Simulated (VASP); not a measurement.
# HfTaN3 (Cmcm) in VASP: density of states with PBE

Aim: the density of states of HfTaN3 with PBE.

Everything below comes from runs of VASP 6.6.1. Logs are shortened: lines on timing, memory, paths and dates and some standing lists are left out, and cuts for length are marked.

### 1 Starting point

The structure is orthorhombic, space group Cmcm (No. 63). The conventional cell has a = 3.039 Å, b = 9.856 Å, c = 7.439 Å, α = 90.00°, β = 90.00°, γ = 90.00°. Around Hf (site symmetry m2m) lie 6 N at 2.13 to 2.33 Å. Ta (site symmetry 2/m) is surrounded by 6 N at 2.07 to 2.10 Å. N (site symmetry m2m) has 2 Ta at 2.07 Å and 2 Hf at 2.13 Å as nearest neighbours. Around N (site symmetry m) lie 2 Ta at 2.10 Å and 2 Hf at 2.33 Å.

The cell was built by a generator and needn't be a form met in nature.

### 2 Density of states, PBE

POSCAR reads:

```
HfTaN3
1.0
    1.5193500000     -4.9279400000      0.0000000000
    1.5193500000      4.9279400000      0.0000000000
    0.0000000000      0.0000000000      7.4390300000
Hf Ta N
2 2 6
Direct
    0.2567970000      0.7432030000      0.7500000000
    0.7432030000      0.2567970000      0.2500000000
    0.0000000000      0.0000000000      0.5000000000
    0.0000000000      0.0000000000      0.0000000000
    0.9075430000      0.0924570000      0.7500000000
    0.0924570000      0.9075430000      0.2500000000
    0.6373680000      0.3626320000      0.5722960000
    0.6373680000      0.3626320000      0.9277040000
    0.3626320000      0.6373680000      0.0722960000
    0.3626320000      0.6373680000      0.4277040000
```

INCAR.step1 reads:

```
SYSTEM = HfTaN3
PREC = Accurate ; ENCUT = 520
EDIFF = 1E-6 ; ISMEAR = 0
SIGMA = 0.1 ; LREAL = .False.
LASPH = .True. ; NELM = 80
ALGO = Normal ; ISIF = 2
LWAVE = .False. ; LCHARG = .True.
LMAXMIX = 4 ; GGA = PE
KPAR = 4
```

KPOINTS.step1 reads:

```
Automatic mesh
0
Gamma
  10 10 4
  0 0 0
```

INCAR.step2 reads:

```
SYSTEM = HfTaN3
PREC = Accurate ; ENCUT = 520
EDIFF = 1E-6 ; ISMEAR = -5
SIGMA = 0.1 ; LREAL = .False.
LASPH = .True. ; NELM = 80
ALGO = Normal ; ISIF = 2
LWAVE = .False. ; LCHARG = .False.
LMAXMIX = 4 ; GGA = PE
LORBIT = 10 ; KPAR = 4
NEDOS = 1001 ; ICHARG = 11
```

KPOINTS.step2 reads:

```
Automatic mesh
0
Gamma
  15 15 6
  0 0 0
```

Potentials or basis: VASP PAW PBE potentials, release 64 (Hf_pv, Ta_pv, N).

Started as:

```console
$ cat potpaw_PBE.64/Hf_pv/POTCAR potpaw_PBE.64/Ta_pv/POTCAR potpaw_PBE.64/N/POTCAR > POTCAR
$ cp INCAR.step1 INCAR
$ cp KPOINTS.step1 KPOINTS
$ mpirun -np 4 vasp_std > vasp.out
$ cp INCAR.step2 INCAR
$ cp KPOINTS.step2 KPOINTS
$ mpirun -np 4 vasp_std > vasp.out
```

OUTCAR:

```text
SYSTEM = HfTaN3
   PREC = Accurate
   ENCUT = 520
   EDIFF = 1E-6
   ISMEAR = -5
   LREAL = .False.
   LASPH = .True.
   NELM = 80
   ISIF = 2
   GGA = PE
   LORBIT = 10
   ICHARG = 11

 ion  position               nearest neighbor table
   1  0.257  0.743  0.750-   5 2.13   5 2.13   8 2.33   7 2.33   7 2.33   8 2.33  10 2.61   9 2.61
                             4 3.14   3 3.14   4 3.39   4 3.39   3 3.39   3 3.39
   2  0.743  0.257  0.250-   6 2.13   6 2.13   9 2.33   9 2.33  10 2.33  10 2.33   8 2.61   7 2.61
                             4 3.14   3 3.14   3 3.39   3 3.39   4 3.39   4 3.39
   3  0.000  0.000  0.500-   5 2.07   6 2.07   7 2.10  10 2.10   7 2.10  10 2.10   1 3.14   2 3.14
                             2 3.39   1 3.39   1 3.39   2 3.39
   4  0.000  0.000  0.000-   5 2.07   6 2.07   8 2.10   9 2.10   8 2.10   9 2.10   1 3.14   2 3.14
                             2 3.39   1 3.39   1 3.39   2 3.39
   5  0.908  0.092  0.750-   3 2.07   4 2.07   1 2.13   1 2.13
   6  0.092  0.908  0.250-   3 2.07   4 2.07   2 2.13   2 2.13
   7  0.637  0.363  0.572-   3 2.10   3 2.10   1 2.33   1 2.33   2 2.61
   8  0.637  0.363  0.928-   4 2.10   4 2.10   1 2.33   1 2.33   2 2.61
   9  0.363  0.637  0.072-   4 2.10   4 2.10   2 2.33   2 2.33   1 2.61
  10  0.363  0.637  0.428-   3 2.10   3 2.10   2 2.33   2 2.33   1 2.61

  LATTYP: Found a base centered orthorhombic cell.
 ALAT       =     3.0387000000
 B/A-ratio  =     3.2434527923
 C/A-ratio  =     2.4480962254

  Lattice vectors:

 A1 = (   1.5193500000,  -4.9279400000,   0.0000000000)
 A2 = (   1.5193500000,   4.9279400000,   0.0000000000)
 A3 = (   0.0000000000,   0.0000000000,   7.4390300000)

Analysis of symmetry for initial positions (statically):
=====================================================================
 Subroutine PRICEL returns:
 Original cell was already a primitive cell.

 Routine SETGRP: Setting up the symmetry group for a
 base centered orthorhombic supercell.

 Subroutine GETGRP returns: Found  8 space group operations
 (whereof  4 operations were pure point group operations)
 out of a pool of  8 trial point group operations.

The static configuration has the point symmetry C_2h.
 The point group associated with its full space group is D_2h.

Analysis of symmetry for dynamics (positions and initial velocities):
=====================================================================
 Subroutine PRICEL returns:
 Original cell was already a primitive cell.

 Routine SETGRP: Setting up the symmetry group for a
 base centered orthorhombic supercell.

 Subroutine GETGRP returns: Found  8 space group operations
 (whereof  4 operations were pure point group operations)
 out of a pool of  8 trial point group operations.

The dynamic configuration has the point symmetry C_2h.
 The point group associated with its full space group is D_2h.

 Subroutine INISYM returns: Found  8 space group operations
 (whereof  4 operations are pure point group operations),
 and found     1 'primitive' translations

----------------------------------------------------------------------------------------

                                     Primitive cell

  volume of cell :     111.3960

  direct lattice vectors                    reciprocal lattice vectors
     1.519350000 -4.927940000  0.000000000     0.329088097 -0.101462274  0.000000000
     1.519350000  4.927940000  0.000000000     0.329088097  0.101462274  0.000000000
     0.000000000  0.000000000  7.439030000     0.000000000  0.000000000  0.134426128

  length of vectors
     5.156841772  5.156841772  7.439030000     0.344374169  0.344374169  0.134426128

  position of ions in fractional coordinates (direct lattice)
     0.256797000  0.743203000  0.750000000
     0.743203000  0.256797000  0.250000000
     0.000000000  0.000000000  0.500000000
     0.000000000  0.000000000  0.000000000
     0.907543000  0.092457000  0.750000000
     0.092457000  0.907543000  0.250000000
     0.637368000  0.362632000  0.572296000
     0.637368000  0.362632000  0.927704000
     0.362632000  0.637368000  0.072296000
     0.362632000  0.637368000  0.427704000

  ion indices of the primitive-cell ions
   primitive index   ion index
[... 33 lines left out ...]

 Subroutine IBZKPT returns following result:
 ===========================================

 Found    256 irreducible k-points:

 Following reciprocal coordinates:
            Coordinates               Weight
  0.000000  0.000000  0.000000      1.000000
  0.066667  0.000000  0.000000      4.000000
  0.133333  0.000000  0.000000      4.000000
  0.200000  0.000000  0.000000      4.000000
  0.266667  0.000000  0.000000      4.000000
  0.333333  0.000000  0.000000      4.000000
[... 16 lines left out ...]
  0.133333  0.133333  0.000000      2.000000
  0.200000  0.133333  0.000000      4.000000
 [... further k-points ...]
   k-points           NKPTS =    256   k-points in BZ     NKDIM =    256   number of bands    NBANDS=     43
   number of dos      NEDOS =   1001   number of ions     NIONS =     10
   total plane-waves  NPLWV =  89600
   dimension x,y,z NGX =    40 NGY =   40 NGZ =   56
   dimension x,y,z NGXF=    80 NGYF=   80 NGZF=  112
   ions per type =               2   2   6
   NGX,Y,Z   is equivalent  to a cutoff of  12.90, 12.90, 12.51 a.u.
   NGXF,Y,Z  is equivalent  to a cutoff of  25.79, 25.79, 25.03 a.u.
 SYSTEM =  HfTaN3
   PREC   = accura    normal or accurate (medium, high low for compatibility)
   ISTART =      0    job   : 0-new  1-cont  2-samecut
   ICHARG =     11    charge: 1-file 2-atom 10-const
   ISPIN  =      1    spin polarized calculation?
   LNONCOLLINEAR =      F non collinear calculations
   LSORBIT =      F    spin-orbit coupling
   LASPH  =      T    aspherical Exc in radial PAW
   ENCUT  =  520.0 eV  38.22 Ry    6.18 a.u.   9.59  9.59 13.83*2*pi/ulx,y,z
   NELM   =     80;   NELMIN=  2; NELMDL=  0     # of ELM steps
   EDIFF  = 0.1E-05   stopping-criterion for ELM
   LREAL  =      F    real-space projection
   EDIFFG = 0.1E-04   stopping-criterion for IOM
   NSW    =      0    number of steps for IOM
   IBRION =     -1    ionic relax: 0-MD 1-quasi-New 2-CG
   NFREE  =      0    steps in history (QN), initial steepest desc. (CG)
   ISIF   =      2    stress and relaxation
   ISYM   =      2    0-nonsym 1-usesym 2-fastsym
   POTIM  = 0.5000    time-step for ionic-motion
   TEBEG  =    0.0;   TEEND  =   0.0 temperature during run
   PSTRESS=    0.0 pullay stress
   NELECT =      72.0000    total number of electrons
   NUPDOWN=      -1.0000    fix difference up-down
   EMIN   =  10.00;   EMAX   =-10.00  energy-range for DOS
   EFERMI =   0.00;   METHOD = LEGACY
   ISMEAR =    -5;   SIGMA  =   0.10  broadening in eV -4-tet -1-fermi 0-gaus
   EFERMI_NEDOS =   21; number of points for ismear=-14 and -15
   IALGO  =     38    algorithm
   IMIX   =      4    mixing-type and parameters
     AMIX     =   0.40;   BMIX     =  1.00
     AMIX_MAG =   1.60;   BMIX_MAG =  1.00
  volume/ion in A,a.u.               =      11.14        75.17
  Fermi-wavevector in a.u.,A,eV,Ry     =   1.415454  2.674821 27.259416  2.003511
  Thomas-Fermi vector in A             =   2.536891
   LORBIT       =     10    0 simple, 1 ext, 2 COOP (PROOUT), +10 PAW based schemes
   GGA     = PE    functional components
   LHFCALC =     F    Hartree Fock is set to
   AEXX    =    0.0000 exact exchange contribution
   IVDW    =     0    specifies the selected vdW correction
   LEPSILON=     F    determine dielectric tensor
   LRPA    =     F    only Hartree local field effects (RPA)
 non-spin polarized calculation
 Fermi weights with tetrahedron method with Bloechl corrections
  energy-cutoff  :      520.00
  volume of cell :      111.40
 maximum number of plane-waves:      3028

 number of electron      71.9999991 magnetization

 Free energy of the ion-electron system (eV)
  ---------------------------------------------------
  ext. energy  EPLUGINS =         0.00000000
  ---------------------------------------------------
  free energy    TOTEN  =      -106.61277887 eV

  energy without entropy =     -106.61277887  energy(sigma->0) =     -106.61277887

 E-fermi :   5.9672     XC(G=0): -12.4166

 val. band max:        6.0254280054   @ k =  -0.2000   0.1333   0.0000
 cond. band min:       5.9456410389   @ k =  -0.3333   0.3333   0.1667
 fundamental gap:     -0.0797869665
 Fermi energy:         5.9671684866

 k-point     1 :       0.0000    0.0000    0.0000
  band No.  band energies     occupation
      1     -29.0123      2.00000
      2     -28.9951      2.00000
      3     -28.9721      2.00000
      4     -28.8754      2.00000
      5     -28.6639      2.00000
      6     -28.6592      2.00000
[... 1093 lines left out ...]
     42       9.7120      0.00000
     43       9.9873      0.00000

 [... further k-points ...]

------------------------ aborting loop because EDIFF is reached ----------------------------------------

  FORCE on cell =-STRESS in cart. coord.  units (eV):
  Direction    XX          YY          ZZ          XY          YZ          ZX
  --------------------------------------------------------------------------------------
  -------------------------------------------------------------------------------------
  Total       -0.0046196      0.0265169      0.0315323      0.0000000     -0.0000000      0.0000000
  in kB       -0.0664431      0.3813857      0.4535198      0.0000000     -0.0000000      0.0000000
  external PRESSURE =       0.2561541 kB  Pullay stress =       0.0000000 kB

 VOLUME and BASIS-vectors are now :
 -----------------------------------------------------------------------------
  energy-cutoff  :      520.00
  volume of cell :      111.40
      direct lattice vectors                 reciprocal lattice vectors
     1.519350000 -4.927940000  0.000000000     0.329088097 -0.101462274  0.000000000
     1.519350000  4.927940000  0.000000000     0.329088097  0.101462274  0.000000000
     0.000000000  0.000000000  7.439030000     0.000000000  0.000000000  0.134426128

 POSITION                                       TOTAL-FORCE (eV/Angst)
 -----------------------------------------------------------------------------------
      1.51935      2.39698      5.57927        -0.000000     -0.010288      0.000000
      1.51935     -2.39698      1.85976        -0.000000      0.010288     -0.000000
      0.00000      0.00000      3.71951         0.000000     -0.000000      0.000000
      0.00000      0.00000      0.00000        -0.000000     -0.000000      0.000000
      1.51935     -4.01669      5.57927        -0.000000      0.010984      0.000000
      1.51935      4.01669      1.85976        -0.000000     -0.010984      0.000000
      1.51935     -1.35388      4.25733        -0.000000      0.003000     -0.007230
      1.51935     -1.35388      6.90122        -0.000000      0.003000      0.007230
      1.51935      1.35388      0.53781        -0.000000     -0.003000     -0.007230
      1.51935      1.35388      3.18170        -0.000000     -0.003000      0.007230
 -----------------------------------------------------------------------------------
    total drift:                                0.000000     -0.000000      0.000000

  FREE ENERGIE OF THE ION-ELECTRON SYSTEM (eV)
  ---------------------------------------------------
  free  energy   TOTEN  =      -106.6127788723 eV

  energy  without entropy=     -106.6127788723  energy(sigma->0) =     -106.61277887

 total charge

# of ion       s       p       d       tot
------------------------------------------
    1        0.291   6.561   1.567   8.419
    2        0.291   6.561   1.567   8.419
    3        0.350   6.333   2.196   8.879
    4        0.350   6.333   2.196   8.879
    5        1.258   2.572   0.000   3.831
    6        1.258   2.572   0.000   3.831
    7        1.250   2.472   0.000   3.723
    8        1.250   2.472   0.000   3.723
    9        1.250   2.472   0.000   3.723
   10        1.250   2.472   0.000   3.723
--------------------------------------------------
tot          8.800  40.821   7.526  57.147
```

Wall time 3.5 min (4 MPI ranks of Intel Xeon 6975P-C (Granite Rapids), shared host); peak memory 1 GiB.

What came out:

```
Valence electrons inside the program's atomic spheres : Hf 8.42; Ta 8.88; N 3.83, 3.72
```

Levels at points of the mesh, in eV from the Fermi level:
```
           k point  band 32  band 33  band 34  band 35  band 36  band 37  band 38  band 39  band 40  band 41
(0.00, 0.00, 0.00)    -1.10    -0.85    -0.36    -0.20     0.22     0.29     1.64     2.51     2.89     3.41
(0.00, 0.00, 0.50)    -1.86    -0.82    -0.82    -0.40    -0.40     0.90     0.90     3.18     3.18     3.58
```

States per cell in windows of 1 eV (zero at the Fermi level; states under -8 eV left out):
```csv
from (eV),total,Ta3_d,Ta4_d,N5_p,N6_p,N7_p,N8_p
-8.0,0.00,0.00,0.00,0.00,0.00,0.00,0.00
-7.0,1.90,0.11,0.11,0.10,0.10,0.10,0.10
-6.0,5.24,0.36,0.36,0.34,0.34,0.27,0.27
-5.0,8.03,0.65,0.65,0.50,0.50,0.49,0.49
-4.0,6.11,0.38,0.38,0.39,0.39,0.41,0.41
-3.0,6.24,0.24,0.24,0.51,0.51,0.43,0.43
-2.0,6.74,0.16,0.16,0.58,0.58,0.58,0.58
-1.0,1.95,0.07,0.07,0.15,0.15,0.19,0.19
0.0,0.67,0.09,0.09,0.03,0.03,0.03,0.03
1.0,1.66,0.35,0.35,0.04,0.04,0.05,0.05
2.0,4.30,1.04,1.04,0.08,0.08,0.12,0.12
3.0,5.24,1.22,1.22,0.11,0.11,0.14,0.14
4.0,2.14,0.37,0.37,0.03,0.03,0.04,0.04
5.0,0.02,0.00,0.00,0.00,0.00,0.00,0.00
6.0,0.00,0.00,0.00,0.00,0.00,0.00,0.00
```

Caveat: tetrahedron occupations give inexact forces and stress in metals.
